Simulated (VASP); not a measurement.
**InSe (space group C2/m): computed properties**

Calculation: PBEsol GGA, VASP's PBE PAW potentials (set 64) (plane waves; VASP).

| Quantity | Value |
|---|---|
| space group | C2/m (12) |
| cell | a = 11.7463 Å, b = 4.1187 Å, c = 4.5538 Å, α = γ = 90.00°, β = 110.56° |
| volume per atom | 25.78 Å³/atom |
| band gap (over mesh and band path) | 0.67 eV |
| smallest direct gap (over mesh and band path) | 1.04 eV |
| density | 6.24 g/cm³ |

```cif
data_In4Se4
_chemical_formula_sum 'In4 Se4'
_space_group_name_H-M_alt 'C2/m'
_space_group_IT_number 12
_space_group_name_Hall '-C 2y'
_cell_length_a 11.74626
_cell_length_b 4.11866
_cell_length_c 4.55380
_cell_angle_alpha 90.000
_cell_angle_beta 110.557
_cell_angle_gamma 90.000
loop_
_atom_site_label
_atom_site_type_symbol
_atom_site_symmetry_multiplicity
_atom_site_Wyckoff_symbol
_atom_site_fract_x
_atom_site_fract_y
_atom_site_fract_z
_atom_site_occupancy
In1 In 4 i 0.38573 0.50000 0.02864 1
Se1 Se 4 i 0.34530 0.00000 0.36274 1
```
(The calculation used a cell of 4 atoms; values per cell refer to that cell.)

Without a dispersion term in the relaxation, distances and binding between the weakly bound layers, chains or molecules are unreliable, and so is what depends on them. Unless said otherwise, spin-orbit coupling is left out, though it shifts the bands of the heavy elements here.

The structure comes from a computed database's InSe entry (C2/m); how it stands against other phases isn't given here. It was relaxed first, which changed the volume by -10 %. Symmetry was kept, so distortions that lower it aren't found.
